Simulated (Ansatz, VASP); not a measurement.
# Sn35GeO72 (amorphous SnO2) in two plane-wave programs

Wanted: the spread between two codes on one cell, functional and k mesh. Of the first pair: The structure shown is the start of the Ansatz relaxation below; VASP solves that cell, so the two are compared at the walk's first step.

Program: Ansatz 0.2.0. Level of theory: plane waves, with VASP 6.6.1 beside it; single point at PBE. Results are calculated unless marked as measured.

**1. Starting point**

The cell holds 108 atoms: 35 Sn, 1 Ge and 72 O. Cell: a = 11.343 Å, b = 11.343 Å, c = 11.343 Å, α = 90.0°, β = 90.0°, γ = 90.0°. It derives from SnO2 (amorphous SnO2). As first built, before any earlier steps moved the atoms (in the runner's words): 108 atoms (36 Sn, 72 O) placed at random at 6.03 g/cm^3, melted at 5000 K for 10 ps at fixed volume with the Morse and Coulomb pair potential with partial charges (Pedone, Malavasi, Menziani, Cormack and Segre, J. Phys. Chem. B 110, 11780 (2006)). Quenched from 5000 K to 300 K at 50 K/ps and fixed volume, held 10 ps at zero pressure, then minimised at fixed cell. Nearest the centre at fractional (0.447, 0.426, 0.797): Ge36 at 0.00 Å, O54 at 1.97 Å, O102 at 1.99 Å, O90 at 2.02 Å, O41 at 2.12 Å, O94 at 2.15 Å, Sn19 at 3.18 Å, Sn30 at 3.22 Å.

**2. Ansatz: relaxation, PBE**

Ansatz runs on its PAW soft_1 files.

The two programs are compared at the cell with which this relaxation starts, whose forces are those of its first step.

input.yaml reads:

```yaml
crystal:
  lattice:
    - [11.3429, 0.0, 0.0]
    - [0.0, 11.3429, 0.0]
    - [0.0, 0.0, 11.3429]
  atoms:
    - { symbol: Sn, position: [0.84431, 0.47934, 0.22901] }
    - { symbol: Sn, position: [0.9668, 0.16699, 0.51885] }
    - { symbol: Sn, position: [0.58974, 0.04301, 0.74992] }
    - { symbol: Sn, position: [0.75732, 0.64718, 0.01812] }
[... 2 atom lines left out ...]
    - { symbol: Sn, position: [0.17084, 0.56464, 0.66078] }
    - { symbol: Sn, position: [0.39668, 0.64653, 0.01427] }
    - { symbol: Sn, position: [0.83758, 0.60869, 0.71199] }
[... 1 atom line left out ...]
    - { symbol: Sn, position: [0.73496, 0.33508, 0.6143] }
[... 1 atom line left out ...]
    - { symbol: Sn, position: [0.92262, 0.8852, 0.13594] }
[... 1 atom line left out ...]
    - { symbol: Sn, position: [0.96694, 0.34209, 0.81086] }
[... 3 atom lines left out ...]
    - { symbol: Sn, position: [0.13874, 0.08427, 0.25979] }
[... 9 atom lines left out ...]
    - { symbol: Sn, position: [0.21114, 0.80886, 0.26383] }
    - { symbol: Sn, position: [0.4255, 0.73494, 0.48955] }
    - { symbol: Sn, position: [0.45114, 0.39573, 0.51495] }
[... 3 atom lines left out ...]
    - { symbol: Sn, position: [0.1639, 0.89566, 0.6285] }
    - { symbol: Sn, position: [0.60618, 0.367, 0.10054] }
    - { symbol: O, position: [0.48364, 0.28414, 0.20219] }
[... 1 atom line left out ...]
    - { symbol: O, position: [0.45069, 0.50656, 0.11998] }
    - { symbol: O, position: [0.71454, 0.65178, 0.85084] }
    - { symbol: O, position: [0.51474, 0.3317, 0.94275], spin: 0.6 }
[... 2 atom lines left out ...]
    - { symbol: O, position: [0.78529, 0.48176, 0.53204] }
[... 8 atom lines left out ...]
    - { symbol: O, position: [0.32655, 0.4082, 0.37126] }
    - { symbol: O, position: [0.5649, 0.40427, 0.67232], spin: 0.6 }
    - { symbol: O, position: [0.16835, 0.55482, 0.47922] }
    - { symbol: O, position: [0.11533, 0.40846, 0.72476] }
    - { symbol: O, position: [0.09873, 0.20069, 0.8099] }
[... 3 atom lines left out ...]
    - { symbol: O, position: [0.23803, 0.06765, 0.65376] }
    - { symbol: O, position: [0.44682, 0.80383, 0.9329] }
    - { symbol: O, position: [0.43157, 0.70634, 0.65881] }
    - { symbol: O, position: [0.81827, 0.43893, 0.77116] }
[... 1 atom line left out ...]
    - { symbol: O, position: [0.68809, 0.16506, 0.66018] }
    - { symbol: O, position: [0.4656, 0.08372, 0.055] }
    - { symbol: O, position: [0.67866, 0.65774, 0.63883] }
[... 3 atom lines left out ...]
    - { symbol: O, position: [0.27728, 0.2937, 0.05266] }
[... 1 atom line left out ...]
    - { symbol: O, position: [0.35408, 0.24738, 0.56113] }
    - { symbol: O, position: [0.19335, 0.72972, 0.70163] }
[... 4 atom lines left out ...]
    - { symbol: O, position: [0.23909, 0.58467, 0.95488] }
[... 2 atom lines left out ...]
    - { symbol: O, position: [0.5088, 0.55755, 0.46106] }
[... 1 atom line left out ...]
    - { symbol: O, position: [0.67988, 0.19925, 0.09687] }
[... 4 atom lines left out ...]
    - { symbol: O, position: [0.31358, 0.30989, 0.81885], spin: 0.6 }
[... 3 atom lines left out ...]
    - { symbol: O, position: [0.33542, 0.47276, 0.65101], spin: 0.6 }
    - { symbol: O, position: [0.73773, 0.47371, 0.0577] }
    - { symbol: O, position: [0.59667, 0.29632, 0.47804] }
[... 2 atom lines left out ...]
    - { symbol: O, position: [0.60332, 0.69725, 0.09398] }
[... 2 atom lines left out ...]
    - { symbol: O, position: [0.48406, 0.5826, 0.8685], spin: 0.6 }
[... 1 atom line left out ...]
    - { symbol: O, position: [0.04369, 0.42529, 0.96457] }
[... 1 atom line left out ...]
    - { symbol: O, position: [0.44654, 0.12169, 0.79762] }
[... 1 atom line left out ...]
    - { symbol: O, position: [0.87658, 0.7982, 0.71511] }
magnetization:
  spin_polarized: true
kpoints:
  mp_grid: { grid: [1, 1, 1] }
hamiltonian:
  xc: pbe
  pseudopotentials: { kind: paw, azcp: { folder: soft_1 } }
scf:
  occupations: { method: fermi_dirac, width: 0.025 }
  lower_state_search: "off"
output:
  forces: true
  eigenvalues: true
relax:
  f_tol: 0.05
  max_steps: 90
```

Started as:

```
$ ansatz run input.yaml --threads 4 --pin off --max-ram 15872MiB --backend cpu --events-out ev --progress --plain --runs-dir out
```

Numbers of over 12 decimals in the logs are rounded to 6 here.

The program printed:

```text
Engine: ansatz 0.2.0, x86_64-unknown-linux-gnu
Pseudopotentials: kind: paw
Pseudopotential: Sn, paw, valence charge 14, recommended cutoff 420 eV (normal), soft_1/Sn.paw.azcp
Pseudopotential: Ge, paw, valence charge 14, recommended cutoff 420 eV (normal), soft_1/Ge.paw.azcp
Pseudopotential: O, paw, valence charge 6, recommended cutoff 420 eV (normal), soft_1/O.paw.azcp
Functional definition: PBE
  parameter kappa = 0.804
  parameter beta = 0.066725
  exchange = pbe_x(kappa = kappa, mu = beta*pi^2/3)
  correlation = pbe_c(beta = beta)
Crystal: 108 atoms, lattice volume = 1459.393 Å³
Basis set: ecut = 420 eV, 28425 PW (Γ), exchange–correlation on 160×160×160 points (8 copies of the dense FFT grid, shifted against one another)
Bands: 578, of which v1, the nominal top of the filled ones, is band 468 counted from 1 (467 counted from 0)
Symmetry: 1 space group operations
Space group: P1 (ITA 1), of the structure as read, at distance tolerance 1.1e-4 Å
Magnetic group: BNS 1.1 (UNI 1), of the structure as read, at distance tolerance 1.1e-4 Å
k-points: 1
Non-local potential: Sn, projectors of the file, l = 0: 2, l = 1: 2, l = 2: 2, l = 3: 1
Non-local potential: Ge, projectors of the file, l = 0: 2, l = 1: 2, l = 2: 3, l = 3: 1
Non-local potential: O, projectors of the file, l = 0: 2, l = 1: 2, l = 2: 1
PAW form: soft (Blöchl's): semilocal exchange-correlation on the pseudo side does not see the compensation charge
PAW one-centre angular grid: Sn, 590 points (default); XC on 64 Gauss nodes
PAW one-centre angular grid: Ge, 590 points (default); XC on 64 Gauss nodes
PAW one-centre angular grid: O, 110 points (default); XC on 64 Gauss nodes
Initial density: superposition of atomic densities (chi_scale 0.1, normalization cell, long waves kept (reshape's long-wave potential 0.18 eV rms))
Starting moments: Σ|m| = 3.6 μB on 6 of 108 sites
Initial wavefunctions: pseudopotential atomic-orbital guess
Functional: x = pbe(κ = 0.804, μ = 0.219515), c = pbe(β = 0.066725)
SCF iter   1: F=—  HF=-255984.950183 eV  |F-HF|=—  |Δ(HF+E_count)|=         —  Δρ=3.95e-2 (↑3.69e-2 ↓3.95e-2)  dr2=6.52e1  dr2_m=1.83e0  M=0.000 μB ∫|m|=0.843 μB  β_m=0.30  ethr=3.10e-3  ⟨swp⟩=5.0  Hψ=4628  notcnv=0  defer=124
preconditioner: auto → Resta (q_TF=auto, 2.534 Å⁻¹)  ε∞=3.4  [insulator: Δε(μ)=0.679 eV  Ē_g=19.153 eV  σ=0.025 eV  W_gap=1.00  n_scr=388 (ndim 8)  ℏωp=29.7 eV  f_vac=0.041  D(μ)=0.00/eV (n_scr^D=0)  ε∞_Penn≈3.4]
spin=Collinear: Resta preconditioning applied to the charge; magnetization (m = ρ↑ − ρ↓) channel mixes plain (no charge-response kernel on spin).
SCF iter   2: F=—  HF=-255974.382300 eV  |F-HF|=—  |Δ(HF+E_count)|=    1.06e1  Δρ=2.53e-2 (↑2.36e-2 ↓2.53e-2)  dr2=2.28e1  dr2_m=9.87e-1  M=0.000 μB ∫|m|=0.652 μB  β_m=0.30  ethr=3.10e-3  ⟨swp⟩=3.0  Hψ=1834  notcnv=0  defer=206
SCF iter   3: F=—  HF=-255970.438045 eV  |F-HF|=—  |Δ(HF+E_count)|=    3.94e0  Δρ=1.26e-2 (↑1.24e-2 ↓1.26e-2)  dr2=3.58e0  dr2_m=5.35e-1  M=0.013 μB ∫|m|=0.561 μB  β_m=0.30  ethr=2.44e-3  ⟨swp⟩=2.5  Hψ=1397  notcnv=0  defer=206
SCF iter   4: F=—  HF=-255970.334954 eV  |F-HF|=—  |Δ(HF+E_count)|=   1.03e-1  Δρ=5.62e-3 (↑5.62e-3 ↓4.99e-3)  dr2=3.19e-1  dr2_m=2.90e-1  M=0.001 μB ∫|m|=0.406 μB  β_m=0.30  ethr=3.82e-4  ⟨swp⟩=3.0  Hψ=2280  notcnv=0  defer=206
SCF iter   5: F=—  HF=-255970.418556 eV  |F-HF|=—  |Δ(HF+E_count)|=   8.36e-2  Δρ=3.91e-3 (↑3.91e-3 ↓3.67e-3)  dr2=1.03e-1  dr2_m=1.60e-1  M=0.003 μB ∫|m|=0.323 μB  β_m=0.30  ethr=3.41e-5  ⟨swp⟩=2.0  Hψ=1406  notcnv=0  defer=206
SCF iter   6: F=—  HF=-255970.499196 eV  |F-HF|=—  |Δ(HF+E_count)|=   8.06e-2  Δρ=2.73e-3 (↑2.73e-3 ↓2.73e-3)  dr2=3.21e-2  dr2_m=8.89e-2  M=0.002 μB ∫|m|=0.258 μB  β_m=0.30  ethr=1.10e-5  ⟨swp⟩=2.5  Hψ=2090  notcnv=0  defer=206
SCF iter   7: F=—  HF=-255970.544615 eV  |F-HF|=—  |Δ(HF+E_count)|=   4.54e-2  Δρ=1.97e-3 (↑1.96e-3 ↓1.97e-3)  dr2=5.35e-3  dr2_m=5.00e-2  M=0.001 μB ∫|m|=0.206 μB  β_m=0.30  ethr=3.43e-6  ⟨swp⟩=2.0  Hψ=1928  notcnv=0  defer=206
Mixer restart at iter 7: flushing history
spin-set hold released at iteration 7 (site moments contracting): the magnetisation degrees of freedom join the quasi-Newton model from the next iteration; the mixer history was flushed
SCF iter   8: F=—  HF=-255970.553691 eV  |F-HF|=—  |Δ(HF+E_count)|=   9.08e-3  Δρ=1.48e-3 (↑1.48e-3 ↓1.48e-3)  dr2=3.07e-3  dr2_m=2.85e-2  M=0.001 μB ∫|m|=0.164 μB  β_m=0.65  ethr=5.71e-7  ⟨swp⟩=2.0  Hψ=1476  notcnv=0  defer=206
SCF iter   9: F=—  HF=-255970.569261 eV  |F-HF|=—  |Δ(HF+E_count)|=   1.56e-2  Δρ=3.30e-4 (↑3.30e-4 ↓3.11e-4)  dr2=5.09e-3  dr2_m=3.23e-4  M=-0.000 μB ∫|m|=0.030 μB  β_m=0.57  ethr=3.28e-7  ⟨swp⟩=3.0  Hψ=2322  notcnv=0  defer=206
SCF iter  10: F=—  HF=-255970.568830 eV  |F-HF|=—  |Δ(HF+E_count)|=   4.31e-4  Δρ=1.25e-4 (↑1.23e-4 ↓1.25e-4)  dr2=3.54e-4  dr2_m=1.40e-4  M=-0.000 μB ∫|m|=0.021 μB  β_m=0.68  ethr=3.28e-7  ⟨swp⟩=3.0  Hψ=1673  notcnv=0  defer=206
[...]
- { symbol: Sn, position: [0.970937, 0.170007, 0.518219] }
    - { symbol: Sn, position: [0.588668, 0.041765, 0.748900] }
    - { symbol: Sn, position: [0.759736, 0.647033, 0.014803] }
    - { symbol: Sn, position: [0.959807, 0.821541, 0.868850] }
    - { symbol: Sn, position: [0.642223, 0.784882, 0.241206] }
    - { symbol: Sn, position: [0.176439, 0.565859, 0.664670] }
    - { symbol: Sn, position: [0.387224, 0.638689, 0.00690761] }
    - { symbol: Sn, position: [0.834372, 0.608061, 0.711270] }
    - { symbol: Sn, position: [0.011963, 0.650224, 0.446465] }
    - { symbol: Sn, position: [0.735527, 0.334956, 0.621800] }
    - { symbol: Ge, position: [0.450118, 0.421558, 0.797431] }
    - { symbol: Sn, position: [0.921909, 0.886640, 0.135310] }
    - { symbol: Sn, position: [0.219901, 0.259256, 0.677189] }
    - { symbol: Sn, position: [0.969549, 0.342649, 0.811418] }
    - { symbol: Sn, position: [0.337300, 0.388374, 0.193835] }
    - { symbol: Sn, position: [0.386496, 0.918373, 0.056138] }
    - { symbol: Sn, position: [0.798569, 0.114379, 0.981486] }
    - { symbol: Sn, position: [0.141052, 0.084004, 0.258340] }
    - { symbol: Sn, position: [0.386474, 0.196144, 0.940117] }
    - { symbol: Sn, position: [0.540982, 0.103563, 0.210876] }
    - { symbol: Sn, position: [0.684807, 0.612682, 0.466641] }
    - { symbol: Sn, position: [0.352057, 0.067256, 0.503948] }
    - { symbol: Sn, position: [0.068021, 0.602405, 0.015913] }
    - { symbol: Sn, position: [0.142259, 0.406912, 0.379607] }
    - { symbol: Sn, position: [0.108800, 0.058148, 0.913045] }
    - { symbol: Sn, position: [0.094309, 0.314758, 0.094284] }
    - { symbol: Sn, position: [0.878650, 0.879338, 0.553334] }
    - { symbol: Sn, position: [0.211839, 0.807462, 0.261475] }
    - { symbol: Sn, position: [0.425878, 0.736036, 0.487173] }
    - { symbol: Sn, position: [0.450660, 0.398333, 0.521101] }
    - { symbol: Sn, position: [0.557316, 0.721281, 0.771472] }
    - { symbol: Sn, position: [0.641967, 0.117745, 0.483188] }
    - { symbol: Sn, position: [0.825972, 0.198786, 0.265097] }
    - { symbol: Sn, position: [0.164711, 0.897173, 0.628509] }
    - { symbol: Sn, position: [0.606783, 0.367473, 0.094182] }
    - { symbol: O, position: [0.484899, 0.284271, 0.196663] }
    - { symbol: O, position: [0.980455, 0.133348, 0.339649] }
    - { symbol: O, position: [0.447806, 0.506258, 0.116277] }
    - { symbol: O, position: [0.705510, 0.646386, 0.850406] }
    - { symbol: O, position: [0.516322, 0.335696, 0.934074] }
    - { symbol: O, position: [0.101596, 0.915605, 0.800176] }
    - { symbol: O, position: [0.314873, 0.883776, 0.521326] }
    - { symbol: O, position: [0.784279, 0.483063, 0.539839] }
    - { symbol: O, position: [0.992359, 0.591227, 0.623177] }
    - { symbol: O, position: [0.110506, 0.287260, 0.517305] }
    - { symbol: O, position: [0.082771, 0.692161, 0.286591] }
    - { symbol: O, position: [0.277665, 0.032064, 0.951648] }
    - { symbol: O, position: [0.844658, 0.717280, 0.474163] }
    - { symbol: O, position: [0.914231, 0.604241, 0.117588] }
    - { symbol: O, position: [0.952606, 0.638353, 0.871731] }
    - { symbol: O, position: [0.908262, 0.263014, 0.661072] }
    - { symbol: O, position: [0.328561, 0.410330, 0.371788] }
    - { symbol: O, position: [0.556940, 0.399737, 0.685411] }
    - { symbol: O, position: [0.170519, 0.556170, 0.482757] }
    - { symbol: O, position: [0.118543, 0.409512, 0.727495] }
    - { symbol: O, position: [0.108750, 0.204897, 0.815814] }
    - { symbol: O, position: [0.167011, 0.469550, 0.182311] }
    - { symbol: O, position: [0.806993, 0.836668, 0.255373] }
    - { symbol: O, position: [0.302370, 0.764328, 0.107694] }
[...]
- { symbol: O, position: [0.903653, 0.242485, 0.939653] }
    - { symbol: O, position: [0.468950, 0.567538, 0.858856] }
    - { symbol: O, position: [0.467209, 0.107167, 0.371133] }
    - { symbol: O, position: [0.040164, 0.426063, 0.966054] }
    - { symbol: O, position: [0.590359, 0.770469, 0.411833] }
    - { symbol: O, position: [0.442631, 0.114429, 0.798802] }
    - { symbol: O, position: [0.820707, 0.815602, 0.998253] }
    - { symbol: O, position: [0.872875, 0.799325, 0.715356] }
```

The column dr2 measures how far the density is from self-consistency, as an energy; F and HF (Harris–Foulkes) agree once it is small.

**3. VASP: single point, PBE, start cell, pair 1**

The same cell, functional, mesh and smearing now go to VASP, with its own data sets.

Lines of VASP's logs that name or quote its potential files are left out, and so is its time.

INCAR reads:

```
SYSTEM = Sn35GeO72
PREC = Accurate
ENCUT = 520
EDIFF = 1E-06
NELM = 200
ISMEAR = -1
SIGMA = 0.025
LREAL = Auto
ALGO = Normal
GGA = PE
NBANDS = 544
ISPIN = 2
MAGMOM = -0 -0 -0 -0 -0 -0 0 -0 -0 -0 0 0 0 -0 -0 -0 -0 0 -0 -0 -0 0 0 -0 -0 -0 -0 0 -0 0 -0 0 -0 0 -0 0 -0 0 0 -0 0 -0 -0 -0 -0 -0 0 0 0 -0 -0 0 -0 0 0 0 -0 0 -0 -0 -0 0 0 0 -0 -0 0 0 -0 0 -0 0 -0 0 0 0 -0 -0 0 -0 -0 -0 0 -0 0 0 0 0 -0 -0 0 -0 0 -0 -0 -0 -0 -0 0 -0 -0 -0 -0 -0 -0 -0 0 0
LORBIT = 11
LWAVE = .FALSE.
LCHARG = .FALSE.
ISIF = 2
LASPH = .TRUE.
GGA_COMPAT = .FALSE.
NCORE = 2
```

POSCAR reads:

```
Sn35GeO72
1.0
   11.3429000000      0.0000000000      0.0000000000
    0.0000000000     11.3429000000      0.0000000000
    0.0000000000      0.0000000000     11.3429000000
Sn Ge O
35 1 72
Direct
    0.8443078930      0.4793394987      0.2290066914
    0.9667986141      0.1669943313      0.5188532033
    0.5897433637      0.0430136914      0.7499228592
    0.7573195567      0.6471801744      0.0181170600
[... 2 atom lines left out ...]
    0.1708381454      0.5646439623      0.6607833975
    0.3966798614      0.6465277839      0.0142732458
    0.8375812182      0.6086891359      0.7119872343
[... 1 atom line left out ...]
    0.7349619586      0.3350818574      0.6142961676
[... 1 atom line left out ...]
    0.2149802960      0.2551463911      0.6754533673
[... 1 atom line left out ...]
    0.3366070405      0.3901559566      0.1931604792
[... 3 atom lines left out ...]
    0.3835086265      0.1942977545      0.9413465692
[... 9 atom lines left out ...]
    0.4254996518      0.7349443264      0.4895485282
    0.4511368345      0.3957277240      0.5149476765
    0.5644500084      0.7256433540      0.7714076647
[... 3 atom lines left out ...]
    0.6061765510      0.3669960945      0.1005386630
    0.4467199746      0.4263812605      0.7970977440
    0.4836417495      0.2841425032      0.2021881529
[... 1 atom line left out ...]
    0.4506872140      0.5065635772      0.1199781361
    0.7145438997      0.6517821721      0.8508406140
    0.5147360904      0.3316964797      0.9427483271
[... 2 atom lines left out ...]
    0.7852930027      0.4817639228      0.5320420704
[... 8 atom lines left out ...]
    0.3265478846      0.4082024879      0.3712630809
    0.5648996288      0.4042705128      0.6723236562
    0.1683520087      0.5548228407      0.4792160735
    0.1153320579      0.4084581544      0.7247617452
    0.0987313650      0.2006894181      0.8098987032
[... 3 atom lines left out ...]
    0.2380343651      0.0676458401      0.6537569757
    0.4468169516      0.8038332349      0.9329007573
    0.4315739361      0.7063361222      0.6588085939
    0.8182739864      0.4389265532      0.7711608143
[... 1 atom line left out ...]
    0.6880868208      0.1650636081      0.6601839036
    0.4656040342      0.0837175678      0.0550035705
    0.6786624232      0.6577418473      0.6388313394
[... 3 atom lines left out ...]
    0.2772835871      0.2936991422      0.0526584912
[... 1 atom line left out ...]
    0.3540805261      0.2473794180      0.5611263434
    0.1933544332      0.7297163865      0.7016283314
[... 4 atom lines left out ...]
    0.2390922956      0.5846741133      0.9548792637
[... 2 atom lines left out ...]
    0.5088028635      0.5575470118      0.4610637491
[... 1 atom line left out ...]
    0.6798790433      0.1992523958      0.0968711705
[... 4 atom lines left out ...]
    0.3135794197      0.3098942951      0.8188470321
[... 3 atom lines left out ...]
    0.3354168687      0.4727626974      0.6510063564
    0.7377302101      0.4737060187      0.0577012933
    0.5966728085      0.2963175202      0.4780435338
[... 2 atom lines left out ...]
    0.6033201386      0.6972467358      0.0939794938
[... 2 atom lines left out ...]
    0.4840561056      0.5826023327      0.8684992374
[... 1 atom line left out ...]
    0.0436925301      0.4252880657      0.9645681439
[... 1 atom line left out ...]
    0.4465436529      0.1216884571      0.7976178931
[... 1 atom line left out ...]
    0.8765835897      0.7981997549      0.7151081293
```

KPOINTS reads:

```
Automatic mesh
0
Gamma
1 1 1
0 0 0
```

PAW data sets: Sn_d, Ge_d and O (PBE family, release 64).

Started as:

```
$ mpirun -np 8 vasp_gam
```

The program printed:

```text
[banner, memory and clock lines left out]
running    8 mpi-ranks, on    1 nodes
[...]
LDA part: xc-table for (Slater+PW92), standard interpolation
 POSCAR, INCAR and KPOINTS ok, starting setup
[...]
entering main loop
       N       E                     dE             d eps       ncg     rms          rms(c)
DAV:   1     0.272723891404E+05    0.27272E+05   -0.36054E+05  2176   0.312E+03
DAV:   2     0.627956546829E+04   -0.20993E+05   -0.20207E+05  2176   0.969E+02
DAV:   3     0.232328224004E+03   -0.60472E+04   -0.56735E+04  2288   0.385E+02
DAV:   4    -0.705247267282E+03   -0.93758E+03   -0.91107E+03  2504   0.160E+02
[...]
DAV:  17    -0.645330312356E+03   -0.79530E-05   -0.41623E-05  2664   0.183E-02    0.734E-03
DAV:  18    -0.645330312883E+03   -0.52738E-06   -0.15796E-05  2480   0.963E-03    0.446E-03
DAV:  19    -0.645330312421E+03    0.46265E-06   -0.10554E-06  1392   0.561E-03
   1 F= -.64533031E+03 E0= -.64532846E+03  d E =-.370713E-02  mag=     0.0000
```

Parts of OUTCAR (step 3):

```text
  Total        2.8205437     13.3612807     22.5555317     14.2850142      2.2524846     -1.5780303
  in kB        3.0965002     14.6685221     24.7623206     15.6826319      2.4728633     -1.7324217
  external PRESSURE =      14.1757810 kB  Pullay stress =       0.0000000 kB

  FREE ENERGIE OF THE ION-ELECTRON SYSTEM (eV)
  ---------------------------------------------------
  free  energy   TOTEN  =      -645.3303124207 eV

  energy  without entropy=     -645.3266052941  energy(sigma->0) =     -645.32845886

 magnetization (x)
# of ion       s       p       d       tot
------------------------------------------
    1       -0.000   0.000  -0.000   0.000
    2        0.000   0.000  -0.000   0.000
    3        0.000   0.000   0.000   0.000
    4       -0.000  -0.000  -0.000  -0.000
    5       -0.000   0.000   0.000  -0.000
    6        0.000  -0.000  -0.000   0.000
    7        0.000   0.000  -0.000   0.000
    8        0.000   0.000  -0.000  -0.000
    9       -0.000   0.000   0.000   0.000
   10       -0.000   0.000   0.000  -0.000
   11       -0.000  -0.000   0.000   0.000
   12        0.000   0.000  -0.000   0.000
   13       -0.000  -0.000   0.000   0.000
[...]
--------------------------------------------------
tot          0.000  -0.000  -0.000  -0.000

[... 3 further parts left out ...]
[key lines of the parts left out:]
E-fermi :   5.0459
```

The run ends at a pressure of 1.42 GPa, with forces up to 2.8 eV/Å.

(Continued in part 2 of 2.)

[Lines on the potential files, build, host, timing and source positions are cut from VASP's logs without a mark.]

[Logs are printed without paths, hosts, clocks, repeated set-up lines and the standing remarks that a program may print on its own settings, such as how far it seeks lower states.]

[Hosts, paths, dates, database ids (printed as entryN), source tags and the programs' standing remarks are cut or masked in the printed files.]
